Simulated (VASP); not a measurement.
A convergence study with VASP on AlN (wurtzite): one setting is varied, all else stays as given below, so the limit is that of these other settings. Each run relaxes cell and ions from the cell shown. The basis is that of the starting cell, so low cut-offs carry a Pulay error.

```
AlN
1.0
    1.55500    -2.69334     0.00000
    1.55500     2.69334     0.00000
    0.00000     0.00000     4.98000
Al N
2 2
Direct
  0.66667   0.33333   0.50000
  0.33333   0.66667   0.00000
  0.66667   0.33333   0.88200
  0.33333   0.66667   0.38200
```

These are PBE GGA, VASP's PBE PAW potentials (set 64) (plane waves; VASP) values and carry that method's errors. The tightest run used: 800 eV cut-off, 7×7×4 Γ-centred mesh, Gaussian smearing of 0.050 eV, potentials Al N.

Q: The settings run are ENCUT = 250; ENCUT = 300; ENCUT = 350; ENCUT = 400; ENCUT = 450; ENCUT = 500; ENCUT = 550; ENCUT = 600; ENCUT = 650; ENCUT = 750; ENCUT = 800. From which on does the relaxed volume stay within 0.1 Å³/atom of the tightest run?

A: From ENCUT = 450 on: it is off by 0.049 there and by no more than 0.1 in any finer run, while ENCUT = 400 is off by 0.187.
```csv
setting,relaxed volume (Å³/atom),E (eV/atom),plane waves,difference judged (Å³/atom)
ENCUT = 250,9.249,-7.5808,380,1.382
ENCUT = 300,9.806,-7.4642,513,0.825
ENCUT = 350,10.193,-7.4375,640,0.438
ENCUT = 400,10.444,-7.4423,774,0.187
ENCUT = 450,10.582,-7.4455,929,0.049
ENCUT = 500,10.627,-7.4451,1087,0.005
ENCUT = 550,10.630,-7.4450,1236,0.001
ENCUT = 600,10.625,-7.4456,1412,0.007
ENCUT = 650,10.622,-7.4464,1588,0.009
ENCUT = 750,10.627,-7.4475,1961,0.004
ENCUT = 800,10.631,-7.4478,2165,0.000
```

Left out are rungs that failed or repeat a setting and relaxations that didn't move; long series are thinned to 24 rows.

The compound is AlN in the wurtzite structure.
